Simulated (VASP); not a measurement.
Ge (space group P6_3/mmc): computed properties

Computed with r2SCAN meta-GGA, VASP's PBE PAW potentials (set 64) (plane waves; VASP 6.6.1).

```yaml
space_group: P6_3/mmc (194)
cell: a = b = 3.992 Å, c = 6.588 Å, α = β = 90.00°, γ = 120.00°
volume_per_atom: 22.73 Å³/atom
band gap (over mesh and band path): 0.07 eV
smallest direct gap (over mesh and band path): 0.07 eV
band_edge_character: direct, Γ to Γ
density: 5.31 g/cm³
```

```cif
data_Ge4
_chemical_formula_sum 'Ge4'
_space_group_name_H-M_alt 'P 1'
_space_group_IT_number 1
_cell_length_a 3.99231
_cell_length_b 3.99231
_cell_length_c 6.58799
_cell_angle_alpha 90.000
_cell_angle_beta 90.000
_cell_angle_gamma 120.000
loop_
_space_group_symop_operation_xyz
  'x, y, z'
loop_
_atom_site_label
_atom_site_type_symbol
_atom_site_fract_x
_atom_site_fract_y
_atom_site_fract_z
_atom_site_occupancy
Ge1 Ge 0.66667 0.33333 0.06285 1
Ge2 Ge 0.33333 0.66667 0.93715 1
Ge3 Ge 0.33333 0.66667 0.56285 1
Ge4 Ge 0.66667 0.33333 0.43715 1
```

The structure comes from a computed database's Ge entry (P6_3/mmc); how it stands against other phases isn't given here. It was relaxed first. Symmetry was kept, so distortions that lower it aren't found.
